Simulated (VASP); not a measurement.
Input:

```xyz
3
Lattice="1.5708 -2.7207 0.0000 1.5708 2.7207 0.0000 0.0000 0.0000 3.4997" Properties=species:S:1:pos:R:3 pbc="T T T"
Hf     3.1416     0.0000     0.0000
B      1.5708     0.9069     1.7498
B      1.5708    -0.9069     1.7498
```

Method: PW91 GGA, VASP's PBE PAW potentials (set 64) (plane waves; VASP). Settings: 520 eV cut-off, 13×13×10 Γ-centred mesh, tetrahedra with Blöchl corrections, potentials Hf_pv B.

Unless said otherwise, spin-orbit coupling is left out, though it shifts the bands of the heavy elements here.

Problem. Tabulate the total density of states (states/eV per cell) against energy (eV; zero at the valence-band maximum or, without a gap, the Fermi level).

Solution. 
```
E (eV)  DOS (states/eV)
------  ---------------
-9.98              0.63
-9.62              0.30
-9.26              0.15
-8.90              0.25
-8.66              0.55
-8.30              0.70
-7.94              0.68
-7.58              0.62
-7.22              0.59
-6.86              0.65
-6.50              0.91
-6.14              0.60
-5.90              0.64
-5.54              1.43
-5.18              1.12
-4.82              1.09
-4.46              1.38
-4.10              1.79
-3.74              2.11
-3.38              1.06
-3.14              1.63
-2.78              1.24
-2.42              0.99
-2.06              0.89
-1.70              0.69
-1.34              0.53
-0.98              0.29
-0.62              0.13
-0.38              0.11
-0.02              0.25
0.34               0.43
0.70               0.63
1.06               0.87
1.42               1.23
1.78               1.06
2.14               0.98
2.38               1.02
2.74               1.26
3.10               1.22
3.46               1.30
```
Within 2 eV below the Fermi level the largest weight inside VASP's projection spheres is Hf d, then B p.

The compound is HfB2 in the AlB2 type structure. It was relaxed first.
